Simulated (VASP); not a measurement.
Given:

```
CELL_PARAMETERS angstrom
      1.69759    -5.42422     0.00000
      1.69759     5.42422     0.00000
      0.00000     0.00000     2.98783
ATOMIC_POSITIONS crystal
  P  0.58476 0.41524 0.25000
  P  0.41524 0.58476 0.75000
  Pd 0.82516 0.17484 0.25000
  Pd 0.17484 0.82516 0.75000
```

The numbers are results of PBEsol GGA, VASP's PBE PAW potentials (set 64) (plane waves; VASP), not measurements. Numerical set-up: 480 eV cut-off, 8×8×10 Γ-centred mesh, first-order Methfessel-Paxton smearing of 0.10 eV, potentials P Pd.

Q: The ions are relaxed. Give the cell that the relaxation ends in.

A: 
```
CELL_PARAMETERS angstrom
      1.69759    -5.42422     0.00000
      1.69759     5.42422     0.00000
      0.00000     0.00000     2.98783
ATOMIC_POSITIONS crystal
  P  0.58151 0.41849 0.25000
  P  0.41849 0.58151 0.75000
  Pd 0.82612 0.17388 0.25000
  Pd 0.17388 0.82612 0.75000
```
Space group Cmcm (63), at a tolerance of 0.03 Å.

Q: How much energy does the relaxation gain?

A: The energy (σ→0) changes by -4.2 meV/atom, in 7 ionic steps.

The structure was generated: PPd was put into the CrB type (Cmcm), which need not be its known phase. This cell was strained or had an atom moved on purpose. Symmetry was kept, so distortions that lower it aren't found.
